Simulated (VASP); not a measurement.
Calculation: rev-vdW-DF2, VASP's PBE PAW potentials (set 64) (plane waves; VASP 6.6.1).

The input files of a VASP run:

KPOINTS:
```
Automatic mesh
0
Gamma
11 11 6
0 0 0
```

### INCAR
```
EDIFFG = -0.01   ! ionic stop
ALGO = Normal
NSW = 60   ! most ionic steps
ISIF = 3   ! ions, shape and volume
SYSTEM = Tl
LREAL = .FALSE.
LWAVE = .FALSE.
SIGMA = 0.1
LMAXMIX = 4   ! l cut-off of mixed one-centre charges
LCHARG = .FALSE.
GGA = MK
LASPH = .TRUE.   ! aspherical one-centre terms
IBRION = 2
PARAM2 = 0.7114
PREC = Accurate
AGGAC = 0.0
PARAM1 = 0.1234568
LUSE_VDW = .TRUE.
ZAB_VDW = -1.8867
ISMEAR = 1
NELM = 100
EDIFF = 1E-6
ENCUT = 520   ! plane-wave cut-off (eV)
```

File POSCAR:
```
Tl
1.0
  1.7300000000  -2.9964480000   0.0000000000
  1.7300000000   2.9964480000   0.0000000000
  0.0000000000   0.0000000000   5.5200000000
Tl
2
Cart
  1.7300000000   0.9988179976   1.3800000000
  1.7300000000  -0.9988179976   4.1400000000
```

POTCAR, in this order: Tl_d (PBE.64 set). Program: vasp_std.

Output of the run:

File OSZICAR:
```
       N       E                     dE             d eps       ncg     rms          rms(c)
DAV:   1     0.133123449025E+03    0.13312E+03   -0.14439E+04  2192   0.144E+03
DAV:   2     0.310254859928E+01   -0.13002E+03   -0.12844E+03  2319   0.296E+02
DAV:   3     0.944549644660E+00   -0.21580E+01   -0.21154E+01  2640   0.337E+01
DAV:   4     0.931748238812E+00   -0.12801E-01   -0.12798E-01  2432   0.262E+00
DAV:   5     0.931609297495E+00   -0.13894E-03   -0.13894E-03  2496   0.280E-01    0.298E+00
DAV:   6     0.983498413872E+00    0.51889E-01   -0.10049E-01  2298   0.268E+00    0.208E+00
DAV:   7     0.992913905807E+00    0.94155E-02   -0.40176E-02  2295   0.168E+00    0.743E-01
DAV:   8     0.993694040232E+00    0.78013E-03   -0.28051E-03  2268   0.455E-01    0.381E-02
DAV:   9     0.993690788011E+00   -0.32522E-05   -0.14788E-05  2707   0.356E-02    0.937E-03
DAV:  10     0.993687813907E+00   -0.29741E-05   -0.35104E-06  1760   0.166E-02    0.156E-03
DAV:  11     0.993687680982E+00   -0.13292E-06   -0.31765E-07  1193   0.527E-03
   1 F= 0.99368768E+00 E0= 0.99409765E+00  d E =0.993688E+00
       N       E                     dE             d eps       ncg     rms          rms(c)
DAV:   1     0.487272274685E+00   -0.50642E+00   -0.94334E+00  2181   0.283E+01    0.418E+00
DAV:   2     0.917722845310E+00    0.43045E+00   -0.88993E-01  2176   0.788E+00    0.134E+00
DAV:   3     0.978312091323E+00    0.60589E-01   -0.19828E-01  2187   0.384E+00    0.106E+00
DAV:   4     0.981005982160E+00    0.26939E-02   -0.63809E-03  2213   0.516E-01    0.108E-01
DAV:   5     0.981320467819E+00    0.31449E-03   -0.19408E-03  2386   0.380E-01    0.295E-02
DAV:   6     0.981331974123E+00    0.11506E-04   -0.31336E-05  2235   0.396E-02    0.119E-02
DAV:   7     0.981331888238E+00   -0.85885E-07   -0.15030E-06  1665   0.113E-02
   2 F= 0.98133189E+00 E0= 0.98171155E+00  d E =-.123558E-01
       N       E                     dE             d eps       ncg     rms          rms(c)
DAV:   1     0.978235573929E+00   -0.30964E-02   -0.56586E-02  2183   0.215E+00    0.316E-01
DAV:   2     0.980884362739E+00    0.26488E-02   -0.58225E-03  2178   0.644E-01    0.100E-01
DAV:   3     0.981231975961E+00    0.34761E-03   -0.12137E-03  2188   0.302E-01    0.751E-02
DAV:   4     0.981248491366E+00    0.16515E-04   -0.51066E-05  2215   0.438E-02    0.824E-03
DAV:   5     0.981250146246E+00    0.16549E-05   -0.16025E-05  2297   0.341E-02    0.500E-03
DAV:   6     0.981250322101E+00    0.17586E-06   -0.57574E-07  1099   0.662E-03
   3 F= 0.98125032E+00 E0= 0.98163389E+00  d E =-.124374E-01
       N       E                     dE             d eps       ncg     rms          rms(c)
DAV:   1     0.981018050242E+00   -0.23210E-03   -0.43254E-03  2183   0.593E-01    0.872E-02
DAV:   2     0.981219995111E+00    0.20194E-03   -0.44718E-04  2178   0.179E-01    0.276E-02
DAV:   3     0.981246623571E+00    0.26628E-04   -0.92745E-05  2188   0.835E-02    0.206E-02
DAV:   4     0.981248720303E+00    0.20967E-05   -0.39444E-06  1703   0.122E-02    0.232E-03
DAV:   5     0.981248779054E+00    0.58750E-07   -0.10721E-06  1091   0.903E-03
   4 F= 0.98124878E+00 E0= 0.98163352E+00  d E =-.124389E-01
       N       E                     dE             d eps       ncg     rms          rms(c)
DAV:   1     0.980899604630E+00   -0.34912E-03   -0.11851E-02  2246   0.854E-01    0.770E-02
DAV:   2     0.981104356421E+00    0.20475E-03   -0.17822E-04  2245   0.135E-01    0.436E-02
DAV:   3     0.981196252283E+00    0.91896E-04   -0.15630E-04  2268   0.121E-01    0.128E-02
DAV:   4     0.981197152051E+00    0.89977E-06   -0.13296E-05  2270   0.303E-02    0.261E-03
DAV:   5     0.981197197514E+00    0.45462E-07   -0.60194E-07  1143   0.753E-03
   5 F= 0.98119720E+00 E0= 0.98159517E+00  d E =-.515815E-04
       N       E                     dE             d eps       ncg     rms          rms(c)
DAV:   1     0.978411229572E+00   -0.27859E-02   -0.10663E-01  2254   0.256E+00    0.231E-01
DAV:   2     0.980240709325E+00    0.18295E-02   -0.15838E-03  2245   0.401E-01    0.131E-01
DAV:   3     0.981066457944E+00    0.82575E-03   -0.14023E-03  2260   0.362E-01    0.381E-02
DAV:   4     0.981072243227E+00    0.57853E-05   -0.12011E-04  2279   0.913E-02    0.780E-03
DAV:   5     0.981072836514E+00    0.59329E-06   -0.58350E-06  2320   0.227E-02
   6 F= 0.98107284E+00 E0= 0.98149490E+00  d E =-.175943E-03
       N       E                     dE             d eps       ncg     rms          rms(c)
DAV:   1     0.970565649403E+00   -0.10507E-01   -0.42633E-01  2246   0.513E+00    0.458E-01
DAV:   2     0.977717191419E+00    0.71515E-02   -0.61430E-03  2235   0.790E-01    0.260E-01
DAV:   3     0.980994103755E+00    0.32769E-02   -0.55558E-03  2252   0.721E-01    0.748E-02
DAV:   4     0.981013837831E+00    0.19734E-04   -0.47587E-04  2300   0.182E-01    0.155E-02
DAV:   5     0.981016483682E+00    0.26459E-05   -0.23207E-05  2320   0.453E-02    0.852E-03
DAV:   6     0.981016921402E+00    0.43772E-06   -0.19630E-06  1653   0.129E-02
   7 F= 0.98101692E+00 E0= 0.98149000E+00  d E =-.231858E-03
```

### OUTCAR
```
------------------------ aborting loop because EDIFF is reached ----------------------------------------
  FORCE on cell =-STRESS in cart. coord.  units (eV):
  Direction    XX          YY          ZZ          XY          YZ          ZX
  --------------------------------------------------------------------------------------
  Total       -0.0178176     -0.0178176      0.0089361      0.0000000      0.0000000      0.0000000
  in kB       -0.4755782     -0.4755783      0.2385188      0.0000000      0.0000000      0.0000000
  external PRESSURE =      -0.2375459 kB  Pullay stress =       0.0000000 kB
  volume of cell :       60.03
      direct lattice vectors                 reciprocal lattice vectors
     1.764037093 -3.055401981 -0.000000000     0.283440752 -0.163644589  0.000000000
     1.764037093  3.055401981 -0.000000000     0.283440752  0.163644589 -0.000000000
     0.000000000  0.000000000  5.568410643     0.000000000 -0.000000000  0.179584457
 POSITION                                       TOTAL-FORCE (eV/Angst)
 -----------------------------------------------------------------------------------
      1.76404      1.01847      1.39210         0.000000      0.000000     -0.000000
      1.76404     -1.01847      4.17631        -0.000000     -0.000000      0.000000
 -----------------------------------------------------------------------------------
    total drift:                               -0.000016      0.000470      0.000011
  FREE ENERGIE OF THE ION-ELECTRON SYSTEM (eV)
  ---------------------------------------------------
  free  energy   TOTEN  =         0.9810169214 eV

  energy  without entropy=        0.9824361530  energy(sigma->0) =        0.98149000

 reached required accuracy - stopping structural energy minimisation
```
(Selected blocks of OUTCAR.)

File CONTCAR:
```
Tl
   1.00000000000000
     1.7640370931596738   -3.0554019808079920   -0.0000000000000000
     1.7640370931596738    3.0554019808079920   -0.0000000000000000
     0.0000000000000000    0.0000000000000000    5.5684106430355040
  Tl
     2
Direct
     0.3333330000000032    0.6666669999999968    0.2500000000000000
     0.6666669999999968    0.3333330000000032    0.7500000000000000
```

File OUTCAR:
```
 val. band max:        5.8570563775   @ k =   0.1818   0.1818   0.1667

 cond. band min:       5.9390119036   @ k =   0.2727   0.0909   0.3333


 Fermi energy:         5.8937504475

 k-point     1 :       0.0000    0.0000    0.0000
  band No.  band energies     occupation
      1      -5.7325      2.00000
      2      -5.5322      2.00000
      3      -5.5292      2.00000
      4      -5.5292      2.00000
      5      -5.4806      2.00000
      6      -5.4806      2.00000
      7      -5.4387      2.00000
      8      -5.4387      2.00000
      9      -5.1221      2.00000
     10      -5.1221      2.00000
     11      -3.7993      2.00000
     12       0.8726      2.00000
     13       3.3694      2.00000
     14      13.3837      0.00000
     15      13.3837      0.00000
     16      15.3940      0.00000
     17      15.3940      0.00000

 k-point     2 :       0.0909   -0.0000    0.0000
  band No.  band energies     occupation
      1      -5.7112      2.00000
      2      -5.5704      2.00000
      3      -5.4988      2.00000
      4      -5.4870      2.00000
      5      -5.4773      2.00000
      6      -5.4556      2.00000
      7      -5.4529      2.00000
      8      -5.4522      2.00000
      9      -5.1503      2.00000
     10      -5.1159      2.00000
     11      -3.6513      2.00000
     12       0.9658      2.00000
     13       3.5582      2.00000
     14      11.8303      0.00000
     15      12.7518      0.00000
     16      14.3149      0.00000
     17      15.7077      0.00000

 k-point     3 :       0.1818   -0.0000    0.0000
  band No.  band energies     occupation
      1      -5.7037      2.00000
      2      -5.5744      2.00000
      3      -5.5060      2.00000
      4      -5.4900      2.00000
      5      -5.4883      2.00000
      6      -5.4164      2.00000
      7      -5.4087      2.00000
      8      -5.3743      2.00000
      9      -5.2171      2.00000
     10      -5.1020      2.00000
     11      -3.1998      2.00000
...
```

Energy and stress use the plane-wave basis of the starting cell. Unless said otherwise, spin-orbit coupling is left out, though it shifts the bands of the heavy elements here.

The compound is Tl in the hcp structure. This run relaxes it. Symmetry was kept, so distortions that lower it aren't found.
